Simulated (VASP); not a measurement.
# Yb3SnO: a series over U, part 2 of 3

Wanted: how far the results for Yb3SnO hang on the Hubbard correction. The start is a cell from a database of measured crystal structures.

VASP 6.6.1, plane waves and PAW; the level of theory is named at each step.

Still holding for the runs below: The k-mesh is coarse for a metal.

So far. Step 2 (Series over U, start order fm, U 0): Energy at zero smearing: -31.06279 eV.

## Step 3: Series over U, start order AFM, U 0

This step: LDA, spin-polarised from a ferrimagnetic start; plane waves and PAW (Yb, Sn_d, O) (VASP 6.6.1).

Input file INCAR:

```
SYSTEM = Yb3SnO
PREC = Accurate
ENCUT = 480
EDIFF = 1E-06
NELM = 150
ISMEAR = 0
SIGMA = 0.05
LREAL = .FALSE.
ALGO = Normal
GGA = CA
NBANDS = 59
ISPIN = 2
MAGMOM = 1 -1 1 0 0
LMAXMIX = 6
AMIX = 0.2
BMIX = 1E-04
AMIX_MAG = 0.8
BMIX_MAG = 1E-04
LORBIT = 11
LWAVE = .FALSE.
LCHARG = .FALSE.
KPAR = 2
NEDOS = 1200
LASPH = .TRUE.
```

Input file POSCAR:

```
Yb3SnO
1.0
    4.8368300000      0.0000000000      0.0000000000
    0.0000000000      4.8368300000      0.0000000000
    0.0000000000      0.0000000000      4.8368300000
Yb Sn O
3 1 1
Direct
    0.5000000000      0.5000000000      0.0000000000
    0.5000000000      0.0000000000      0.5000000000
    0.0000000000      0.5000000000      0.5000000000
    0.0000000000      0.0000000000      0.0000000000
    0.5000000000      0.5000000000      0.5000000000
```

Input file KPOINTS:

```
Automatic mesh
0
Gamma
4 4 4
0 0 0
```

Potentials, in the order of the species: Yb, Sn_d and O (PBE family, release 64).

Run with:

```
mpirun -np 2 vasp_std
```

The program printed:

```text
[banner, memory and clock lines left out]
running    2 mpi-ranks, on    1 nodes
 distrk:  each k-point on    1 cores,    2 groups
 distr:  one band on    1 cores,    1 groups

 POSCAR found type information on POSCAR YbSnO
 POSCAR found :  3 types and       5 ions
 [... a notice as in an earlier step ...]

 LDA part: xc-table for (Slater(with rela. corr.)+CA(PZ))
 , standard interpolation
 POSCAR, INCAR and KPOINTS ok, starting setup
 FFT: planning ... GRIDC
 FFT: planning ... GRID_SOFT
 FFT: planning ... GRID
 WAVECAR not read
 entering main loop
       N       E                     dE             d eps       ncg     rms          rms(c)
DAV:   1     0.952884195148E+03    0.95288E+03   -0.26642E+04  6797   0.918E+03
DAV:   2     0.225482922563E+03   -0.72740E+03   -0.66428E+03  6935   0.145E+03
DAV:   3     0.162671008464E+02   -0.20922E+03   -0.20255E+03  5540   0.345E+02
DAV:   4    -0.204576163941E+02   -0.36725E+02   -0.35999E+02  6915   0.142E+02
DAV:   5    -0.300093534077E+02   -0.95517E+01   -0.94515E+01  8466   0.613E+01    0.992E+01
DAV:   6    -0.306798240880E+02   -0.67047E+00   -0.24370E+01  8256   0.488E+01    0.343E+01
DAV:   7    -0.310091210130E+02   -0.32930E+00   -0.52243E+00  8440   0.615E+01    0.313E+01
DAV:   8    -0.313017523978E+02   -0.29263E+00   -0.26334E+00  8184   0.442E+01    0.270E+01
DAV:   9    -0.317260976241E+02   -0.42435E+00   -0.71282E+00  7376   0.761E+01    0.203E+01
DAV:  10    -0.316563439501E+02    0.69754E-01   -0.22386E+00  7056   0.425E+01    0.160E+01
DAV:  11    -0.310908853668E+02    0.56546E+00   -0.16379E+00  6456   0.392E+01    0.108E+01
DAV:  12    -0.315608088606E+02   -0.46992E+00   -0.10316E+00  7456   0.401E+01    0.164E+01
DAV:  13    -0.312119063008E+02    0.34890E+00   -0.49620E+00  6653   0.570E+01    0.562E+00
DAV:  14    -0.312778313662E+02   -0.65925E-01   -0.75783E-01  7584   0.103E+01    0.807E+00
DAV:  15    -0.313438508143E+02   -0.66019E-01   -0.74501E-02  8096   0.505E+00    0.931E+00
DAV:  16    -0.313811875479E+02   -0.37337E-01   -0.11450E-02  8336   0.289E+00    0.998E+00
DAV:  17    -0.311080031792E+02    0.27318E+00   -0.28978E-01  6872   0.224E+01    0.366E+00
DAV:  18    -0.310810855578E+02    0.26918E-01   -0.10454E-01  7840   0.891E+00    0.270E+00
DAV:  19    -0.310975246379E+02   -0.16439E-01   -0.26152E-02  7944   0.669E+00    0.235E+00
DAV:  20    -0.311043310745E+02   -0.68064E-02   -0.76159E-03  8040   0.163E+00    0.255E+00
DAV:  21    -0.310735743528E+02    0.30757E-01   -0.25226E-02  7760   0.825E+00    0.330E+00
DAV:  22    -0.310735233598E+02    0.50993E-04   -0.63243E-03  7920   0.294E+00    0.298E+00
DAV:  23    -0.310740951310E+02   -0.57177E-03   -0.21617E-03  7960   0.101E+00    0.268E+00
DAV:  24    -0.310831712822E+02   -0.90762E-02   -0.27931E-03  7232   0.483E+00    0.211E+00
DAV:  25    -0.310826345794E+02    0.53670E-03   -0.13940E-03  7912   0.493E-01    0.179E+00
DAV:  26    -0.310809833654E+02    0.16512E-02   -0.41118E-04  8248   0.711E-01    0.172E+00
DAV:  27    -0.310798307863E+02    0.11526E-02   -0.11027E-04  7888   0.329E-01    0.163E+00
DAV:  28    -0.310777278437E+02    0.21029E-02   -0.13396E-04  7552   0.862E-01    0.137E+00
DAV:  29    -0.310737453058E+02    0.39825E-02   -0.57889E-04  7088   0.179E+00    0.996E-01
DAV:  30    -0.310719808526E+02    0.17645E-02   -0.45767E-04  7976   0.103E+00    0.952E-01
[...]
DAV:  42    -0.310641725794E+02    0.99152E-04   -0.55428E-04  7648   0.560E-01    0.416E-01
DAV:  43    -0.310642203470E+02   -0.47768E-04   -0.16566E-04  7312   0.172E-01    0.576E-01
DAV:  44    -0.310642235931E+02   -0.32461E-05   -0.17503E-05  5504   0.605E-02    0.532E-01
DAV:  45    -0.310642397706E+02   -0.16177E-04   -0.15959E-06  3552   0.665E-02    0.550E-01
DAV:  46    -0.310640631858E+02    0.17658E-03   -0.22275E-05  5984   0.724E-01    0.575E-01
DAV:  47    -0.310639332087E+02    0.12998E-03   -0.31431E-05  7320   0.620E-01    0.605E-01
DAV:  48    -0.310638187125E+02    0.11450E-03   -0.29677E-05  6952   0.697E-01    0.582E-01
DAV:  49    -0.310638231102E+02   -0.43977E-05   -0.43716E-05  6088   0.573E-02    0.557E-01
DAV:  50    -0.310638143754E+02    0.87348E-05   -0.78245E-07  3120   0.676E-02    0.563E-01
DAV:  51    -0.310636349320E+02    0.17944E-03   -0.19314E-04  6552   0.217E+00    0.767E-01
DAV:  52    -0.310636434071E+02   -0.84751E-05   -0.73530E-05  6829   0.851E-02    0.780E-01
DAV:  53    -0.310636438594E+02   -0.45229E-06   -0.73111E-06  5424   0.354E-02
   1 F= -.31063644E+02 E0= -.31062806E+02  d E =-.167552E-02  mag=    -0.0007
```

It took 9.5 min on 2 MPI ranks of AMD EPYC 7R43, shared host; peak memory 0.53 GiB.

Parts of OUTCAR (step 3):

```text
The static configuration has the point symmetry O_h .

 Found     18 irreducible k-points:

   k-points           NKPTS =     18   k-points in BZ     NKDIM =     18   number of bands    NBANDS=     59

   NELECT =      92.0000    total number of electrons

 E-fermi :   3.9336

 spin component 1
 k-point     1 :       0.0000    0.0000    0.0000
  band No.  band energies     occupation
    ...
     41       3.7311      1.00000
     42       3.7315      1.00000
     43       3.7505      1.00000
     44       3.7505      1.00000
     45       3.7511      1.00000
     46       4.0559      0.00027
     47       4.0560      0.00027
     48       4.0560      0.00027
     49       4.4756      0.00000
     50       4.4757      0.00000
    ...

 k-point     2 :       0.2500    0.0000    0.0000
  band No.  band energies     occupation
    ...
     42       3.7457      1.00000
     43       3.7463      1.00000
     44       3.7885      0.99998
     45       3.8072      0.99982
     46       3.8074      0.99982
     47       3.9678      0.16695
     48       4.3539      0.00000
     49       4.5988      0.00000
     50       5.5829      0.00000
     51       5.5830      0.00000
    ...

 k-point     3 :       0.0000    0.2500    0.0000
  band No.  band energies     occupation
    ...
     42       3.7452      1.00000
     43       3.7452      1.00000
     44       3.7885      0.99998
     45       3.8076      0.99982
     46       3.8076      0.99982
     47       3.9678      0.16631
     48       4.3534      0.00000
     49       4.5988      0.00000
     50       5.5831      0.00000
     51       5.5831      0.00000
    ...

 k-point     4 :       0.5000    0.0000    0.0000
  band No.  band energies     occupation
    ...
     42       3.7423      1.00000
     43       3.7423      1.00000
     44       3.7434      1.00000
     45       3.7700      1.00000
     46       3.7706      1.00000
     47       4.6886      0.00000
     48       4.8698      0.00000
     49       6.0646      0.00000
     50       6.1374      0.00000
     51       6.7805      0.00000
    ...

  Total       -6.6029164     -6.6223014     -6.6029164      0.0000000      0.0000000      0.0000000
  in kB      -93.4897308    -93.7642000    -93.4897308      0.0000000      0.0000000      0.0000000
  external PRESSURE =     -93.5812205 kB  Pullay stress =       0.0000000 kB

 POSITION                                       TOTAL-FORCE (eV/Angst)
 -----------------------------------------------------------------------------------
      2.41841      2.41841      0.00000         0.000000      0.000000      0.000000
      2.41841      0.00000      2.41841         0.000000      0.000000      0.000000
      0.00000      2.41841      2.41841         0.000000      0.000000      0.000000
      0.00000      0.00000      0.00000         0.000000      0.000000      0.000000
      2.41841      2.41841      2.41841         0.000000      0.000000      0.000000
 -----------------------------------------------------------------------------------
    total drift:                               -0.000000      0.000000      0.000000

  FREE ENERGIE OF THE ION-ELECTRON SYSTEM (eV)
  ---------------------------------------------------
  free  energy   TOTEN  =       -31.0636438594 eV

  energy  without entropy=      -31.0619683432  energy(sigma->0) =      -31.06280610

 total charge
# of ion       s       p       d       f       tot
--------------------------------------------------
    1        2.141   5.999   0.379  13.632  22.151
    2        2.141   5.999   0.379  13.634  22.153
    3        2.141   5.999   0.379  13.632  22.151
    4        1.109   1.296   9.940   0.000  12.344
    5        1.544   3.408   0.000   0.000   4.952
--------------------------------------------------
tot          9.075  22.701  11.078  40.898  83.752

 magnetization (x)
# of ion       s       p       d       f       tot
--------------------------------------------------
    1        0.000   0.000   0.000  -0.000   0.000
    2       -0.000   0.000   0.000  -0.000  -0.000
    3        0.000   0.000   0.000  -0.000   0.000
    4       -0.000  -0.000   0.000   0.000  -0.000
    5       -0.000  -0.000   0.000   0.000  -0.000
--------------------------------------------------
tot          0.000   0.000   0.000  -0.000  -0.000

[... 6 parts as in an earlier step ...]

[... 10 further parts left out ...]
```

This step gave:

* electronic cycles: 53
* Fermi energy: 3.934 eV
* moment of the cell, from the last line of the log: 0 μB

EDIFF was met while the residual of the charge density, rms(c), still stood at 0.08, so the density had not settled and the numbers of this run are doubtful.

Energy at zero smearing: -31.06281 eV.

## Step 4: Series over U, start order fm, U 1

This step: LDA, DFT+U (Yb f 1 eV), spin-polarised from a ferromagnetic start; plane waves and PAW (Yb, Sn_d, O) (VASP 6.6.1).

Changes to INCAR since step 3:

```diff
@@ -10,5 +10,12 @@
 GGA = CA
-NBANDS = 59
+NBANDS = 68
 ISPIN = 2
-MAGMOM = 1 -1 1 0 0
+MAGMOM = 1 1 1 0 0
+LDAU = .TRUE.
+LDAUTYPE = 2
+LDAUL = 3 -1 -1
+LDAUU = 1 0 0
+LDAUJ = 0 0 0
+LDAUPRINT = 1
+LASPH = .TRUE.
 LMAXMIX = 6
@@ -23,2 +30 @@
 NEDOS = 1200
-LASPH = .TRUE.
```

POSCAR is that of step 3.

KPOINTS is that of step 3.

Run with:

```
mpirun -np 2 vasp_std
```

The program printed:

```text
[... set-up lines as in an earlier step ...]
 entering main loop
       N       E                     dE             d eps       ncg     rms          rms(c)
DAV:   1     0.975323103445E+03    0.97532E+03   -0.24211E+04  4568   0.804E+03
DAV:   2     0.226319489051E+03   -0.74900E+03   -0.65803E+03  4384   0.138E+03
DAV:   3     0.157576479439E+02   -0.21056E+03   -0.20163E+03  3484   0.307E+02
DAV:   4    -0.208993469664E+02   -0.36657E+02   -0.35820E+02  4488   0.121E+02
[...]
DAV:  18    -0.305678155968E+02   -0.13314E-04   -0.10846E-04  4912   0.141E-01    0.134E-01
DAV:  19    -0.305678177351E+02   -0.21384E-05   -0.20581E-05  4400   0.328E-02    0.127E-01
DAV:  20    -0.305678178018E+02   -0.66666E-07   -0.85676E-07  2240   0.173E-02
   1 F= -.30567818E+02 E0= -.30566990E+02  d E =-.165628E-02  mag=    -0.0038
```

The job ended after 2.2 min (2 MPI ranks; peak memory 0.47 GiB; 4.4 min of CPU time).

OUTCAR, selected parts (step 4):

```text
  Total       -5.8956772     -5.8956772     -5.8956772     -0.0000000     -0.0000000      0.0000000
  in kB      -83.4760348    -83.4760348    -83.4760348     -0.0000000     -0.0000000      0.0000000
  external PRESSURE =     -83.4760348 kB  Pullay stress =       0.0000000 kB

  FREE ENERGIE OF THE ION-ELECTRON SYSTEM (eV)
  ---------------------------------------------------
  free  energy   TOTEN  =       -30.5678178018 eV

  energy  without entropy=      -30.5661615195  energy(sigma->0) =      -30.56698966

 magnetization (x)
# of ion       s       p       d       f       tot
--------------------------------------------------
    1        0.000   0.000   0.000  -0.000  -0.000
    2        0.000   0.000   0.000  -0.000  -0.000
    3        0.000   0.000   0.000  -0.000  -0.000
    4       -0.000  -0.000   0.000   0.000  -0.000
    5        0.000   0.000   0.000   0.000   0.000
--------------------------------------------------
tot          0.000   0.000   0.000  -0.001  -0.000

[... 3 parts as in an earlier step ...]

[... 1 further part left out ...]
[key lines of the parts left out:]
E-fermi :   3.8994
```

DFT+U on an f shell has many metastable occupations, and no search among them was made.

Energy at zero smearing: -30.56699 eV.

## Step 5: Series over U, start order AFM, U 1

This step: LDA, DFT+U (Yb f 1 eV), spin-polarised from a ferrimagnetic start; plane waves and PAW (Yb, Sn_d, O) (VASP 6.6.1).

Changes to INCAR since step 4:

```diff
@@ -10,5 +10,5 @@
 GGA = CA
-NBANDS = 68
+NBANDS = 59
 ISPIN = 2
-MAGMOM = 1 1 1 0 0
+MAGMOM = 1 -1 1 0 0
 LDAU = .TRUE.
```

POSCAR is that of step 4.

KPOINTS is that of step 4.

Run with:

```
mpirun -np 2 vasp_std
```

The program printed:

```text
[... set-up lines as in an earlier step ...]
 entering main loop
       N       E                     dE             d eps       ncg     rms          rms(c)
DAV:   1     0.948952037839E+03    0.94895E+03   -0.26752E+04  6849   0.926E+03
DAV:   2     0.226373942779E+03   -0.72258E+03   -0.66167E+03  6804   0.145E+03
DAV:   3     0.157798319045E+02   -0.21059E+03   -0.20363E+03  5591   0.341E+02
DAV:   4    -0.202802036622E+02   -0.36060E+02   -0.35412E+02  6957   0.141E+02
[...]
DAV:  41    -0.305678202796E+02    0.17384E-05   -0.48451E-06  4848   0.901E-02    0.438E-01
DAV:  42    -0.305678187841E+02    0.14955E-05   -0.50166E-06  4408   0.668E-02    0.369E-01
DAV:  43    -0.305678185895E+02    0.19467E-06   -0.14012E-06  3408   0.592E-02
   1 F= -.30567819E+02 E0= -.30566990E+02  d E =-.165629E-02  mag=     0.0010
```

The job ended after 7.2 min (2 MPI ranks; peak memory 0.54 GiB).

OUTCAR, selected parts (step 5):

```text
  Total       -5.4350112     -5.4306403     -5.4350112     -0.0000000      0.0000000      0.0000000
  in kB      -76.9535315    -76.8916440    -76.9535315     -0.0000000      0.0000000      0.0000000
  external PRESSURE =     -76.9329023 kB  Pullay stress =       0.0000000 kB

  FREE ENERGIE OF THE ION-ELECTRON SYSTEM (eV)
  ---------------------------------------------------
  free  energy   TOTEN  =       -30.5678185895 eV

  energy  without entropy=      -30.5661622955  energy(sigma->0) =      -30.56699044

 magnetization (x)
# of ion       s       p       d       f       tot
--------------------------------------------------
    1       -0.000   0.000  -0.000   0.000  -0.000
    2        0.000  -0.000  -0.000   0.000  -0.000
    3       -0.000   0.000  -0.000   0.000  -0.000
    4        0.000   0.000   0.000   0.000   0.000
    5        0.000   0.000   0.000   0.000   0.000
--------------------------------------------------
tot          0.000   0.000  -0.000   0.000  -0.000

[... 3 parts as in an earlier step ...]

[... 1 further part left out ...]
[key lines of the parts left out:]
E-fermi :   3.8997
```

Energy at zero smearing: -30.56699 eV.

The run ends at a pressure of -7.69 GPa.

## Step 6: Series over U, start order fm, U 2

This step: LDA, DFT+U (Yb f 2 eV), spin-polarised from a ferromagnetic start; plane waves and PAW (Yb, Sn_d, O) (VASP 6.6.1).

Changes to INCAR since step 5:

```diff
@@ -12,3 +12,3 @@
 ISPIN = 2
-MAGMOM = 1 -1 1 0 0
+MAGMOM = 1 1 1 0 0
 LDAU = .TRUE.
@@ -16,3 +16,3 @@
 LDAUL = 3 -1 -1
-LDAUU = 1 0 0
+LDAUU = 2 0 0
 LDAUJ = 0 0 0
```

POSCAR is that of step 5.

KPOINTS is that of step 5.

Run with:

```
mpirun -np 2 vasp_std
```

The program printed:

```text
[... set-up lines as in an earlier step ...]
 entering main loop
       N       E                     dE             d eps       ncg     rms          rms(c)
DAV:   1     0.975946830621E+03    0.97595E+03   -0.26146E+04  3745   0.930E+03
DAV:   2     0.239421507326E+03   -0.73653E+03   -0.67571E+03  3745   0.150E+03
DAV:   3     0.178900857321E+02   -0.22153E+03   -0.21456E+03  3139   0.349E+02
DAV:   4    -0.206046070093E+02   -0.38495E+02   -0.37750E+02  3992   0.143E+02
[...]
DAV:  18    -0.301274224721E+02   -0.99857E-05   -0.14663E-04  4408   0.145E-01    0.180E-01
DAV:  19    -0.301274268035E+02   -0.43315E-05   -0.58807E-05  4136   0.396E-02    0.166E-01
DAV:  20    -0.301274270597E+02   -0.25614E-06   -0.12071E-06  2320   0.155E-02
   1 F= -.30127427E+02 E0= -.30126599E+02  d E =-.165629E-02  mag=    -0.0003
```

It took 2.1 min on 2 MPI ranks; peak memory 0.46 GiB; 4.2 min of CPU time.

OUTCAR, selected parts (step 6):

```text
  Total       -4.7110015     -4.7110015     -4.7110015     -0.0000000     -0.0000000     -0.0000000
  in kB      -66.7023842    -66.7023842    -66.7023842     -0.0000000     -0.0000000     -0.0000000
  external PRESSURE =     -66.7023842 kB  Pullay stress =       0.0000000 kB

  FREE ENERGIE OF THE ION-ELECTRON SYSTEM (eV)
  ---------------------------------------------------
  free  energy   TOTEN  =       -30.1274270597 eV

  energy  without entropy=      -30.1257707738  energy(sigma->0) =      -30.12659892

 magnetization (x)
# of ion       s       p       d       f       tot
--------------------------------------------------
    1        0.000   0.000   0.000  -0.000  -0.000
    2        0.000   0.000   0.000  -0.000  -0.000
    3        0.000   0.000   0.000  -0.000  -0.000
    4       -0.000  -0.000   0.000   0.000  -0.000
    5       -0.000  -0.000   0.000   0.000  -0.000
--------------------------------------------------
tot          0.000  -0.000   0.000  -0.000  -0.000

[... 2 parts as in an earlier step ...]

[... 2 further parts left out ...]
[key lines of the parts left out:]
E-fermi :   3.8759
```

Energy at zero smearing: -30.12660 eV.

The run ends at a pressure of -6.67 GPa.

## Step 7: Series over U, start order AFM, U 2

This step: LDA, DFT+U (Yb f 2 eV), spin-polarised from a ferrimagnetic start; plane waves and PAW (Yb, Sn_d, O) (VASP 6.6.1).

Changes to INCAR since step 6:

```diff
@@ -12,3 +12,3 @@
 ISPIN = 2
-MAGMOM = 1 1 1 0 0
+MAGMOM = 1 -1 1 0 0
 LDAU = .TRUE.
```

POSCAR is that of step 6.

KPOINTS is that of step 6.

Run with:

```
mpirun -np 2 vasp_std
```

The program printed:

```text
[... set-up lines as in an earlier step ...]
 entering main loop
       N       E                     dE             d eps       ncg     rms          rms(c)
DAV:   1     0.950183538001E+03    0.95018E+03   -0.26794E+04  6835   0.935E+03
DAV:   2     0.225227854037E+03   -0.72496E+03   -0.66294E+03  6881   0.146E+03
DAV:   3     0.159055839004E+02   -0.20932E+03   -0.20263E+03  5534   0.342E+02
DAV:   4    -0.200517715644E+02   -0.35957E+02   -0.35302E+02  6900   0.141E+02
[...]
DAV:  42    -0.301274269540E+02    0.35560E-05   -0.20880E-06  3224   0.164E-01    0.861E-01
DAV:  43    -0.301274220272E+02    0.49268E-05   -0.10739E-05  6008   0.166E-01    0.442E-01
DAV:  44    -0.301274212723E+02    0.75497E-06   -0.47046E-06  4464   0.819E-02
   1 F= -.30127421E+02 E0= -.30126593E+02  d E =-.165629E-02  mag=    -0.0000
```

Run time: 7.8 min. Hardware: 2 MPI ranks; peak memory 0.52 GiB; 16 min of CPU time.

From OUTCAR (step 7):

```text
  Total       -5.0283342     -5.0289631     -5.0283342      0.0000000     -0.0000000      0.0000000
  in kB      -71.1954512    -71.2043553    -71.1954512      0.0000000     -0.0000000      0.0000000
  external PRESSURE =     -71.1984192 kB  Pullay stress =       0.0000000 kB

  FREE ENERGIE OF THE ION-ELECTRON SYSTEM (eV)
  ---------------------------------------------------
  free  energy   TOTEN  =       -30.1274212723 eV

  energy  without entropy=      -30.1257649795  energy(sigma->0) =      -30.12659313

 magnetization (x)
# of ion       s       p       d       f       tot
--------------------------------------------------
    1       -0.000  -0.000  -0.000   0.000  -0.000
    2        0.000   0.000  -0.000   0.000   0.000
    3       -0.000  -0.000  -0.000   0.000  -0.000
    4        0.000   0.000  -0.000   0.000   0.000
    5        0.000   0.000   0.000   0.000   0.000
--------------------------------------------------
tot          0.000  -0.000  -0.000   0.000  -0.000

[... 3 parts as in an earlier step ...]

[... 1 further part left out ...]
[key lines of the parts left out:]
E-fermi :   3.8764
```

EDIFF was met while the residual of the charge density, rms(c), still stood at 0.04, so the density had not settled and the numbers of this run are doubtful.

Energy at zero smearing: -30.12659 eV.

(Part 2 of 3 ends here.)

[Lines on the potential files, build, host, timing and source positions are cut from VASP's logs without a mark.]

[Logs are printed without paths, hosts, clocks, repeated set-up lines and the standing remarks that a program may print on its own settings, such as how far it seeks lower states.]

[Hosts, paths, dates, database ids (printed as entryN), source tags and the programs' standing remarks are cut or masked in the printed files.]

[In band tables of VASP the shares of atoms and orbitals are scaled to a sum of 1 inside the atoms' spheres.]

[Runs that stopped without an error message from VASP are left out.]
